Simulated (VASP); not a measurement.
# TiAs (relaxed from the CsCl type structure, space group Pm-3m): computed properties

Computed with PBEsol GGA, VASP's PBE PAW potentials (set 64) (plane waves; VASP 6.6.1).

```yaml
space_group: Pm-3m (221)
cell: a = 3.1520 Å, b = 3.1520 Å, c = 3.1520 Å, α = 90.00°, β = 90.00°, γ = 90.00°
volume_per_atom: 15.66 Å^3/atom
band gap (over mesh and band path): none (metal, semimetal or under 0.01 eV)
density: 6.51 g/cm³
```

TiAs is modelled in the cubic space group Pm-3m (No. 221), the CsCl type structure, Pearson symbol cP2. Conventional cell: a = b = c = 3.152 Å, α = β = γ = 90.00°. Ti on 1a has 8 As at 2.730 Å and 6 Ti at 3.152 Å. As on 1b is surrounded by 8 Ti at 2.730 Å and 6 As at 3.152 Å. (Neighbours: up to the widest gap in distance over summed covalent radii, below 1.35, at either atom; cation-cation and far metal-metal contacts left out.)

The structure was generated: TiAs was put into the CsCl type type (Pm-3m), which need not be its known phase. It was relaxed first, which changed the volume by -34 %. Symmetry was kept, so distortions that lower it aren't found. The electron count is odd and the run is not spin-polarised, which forces a metal.
